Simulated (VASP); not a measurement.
Input:

```
CELL_PARAMETERS angstrom
      4.98675     0.00000     0.00000
      0.00000     4.98675     0.00000
      0.00000     0.00000     4.98675
ATOMIC_POSITIONS crystal
  Cs 0.00000 0.00000 0.00000
```

Method: PBEsol GGA, VASP's PBE PAW potentials (set 64) (plane waves; VASP). Run with 400 eV cut-off, 7×7×7 Γ-centred mesh, first-order Methfessel-Paxton smearing of 0.10 eV, potentials Cs_sv.

Energy and stress use the plane-wave basis of the starting cell.

Q: The ions, cell shape and volume are relaxed. Which structure does the run end with?

A: 
```
CELL_PARAMETERS angstrom
      4.93129     0.00000     0.00000
      0.00000     4.93129     0.00000
      0.00000     0.00000     4.93129
ATOMIC_POSITIONS crystal
  Cs 0.00000 0.00000 0.00000
```
Space group Pm-3m (221), at a tolerance of 0.03 Å.

Q: How do energy and volume change from the first to the last step?

A: The energy (σ→0) changes by -0.8 meV/atom and the volume by -3.3 %, in 4 ionic steps.

```csv
step,E(σ→0) (eV),max force (eV/Å),pressure (GPa),volume (Å³)
1,-0.8463,0.000,-0.06,124.01
2,-0.8465,0.000,-0.06,123.21
3,-0.8470,0.000,-0.02,120.84
4,-0.8471,0.000,0.00,119.92
```

The structure was generated: Cs was put into the simple-cubic type (Pm-3m), which need not be its known phase. This run relaxes it. Symmetry was kept, so distortions that lower it aren't found.
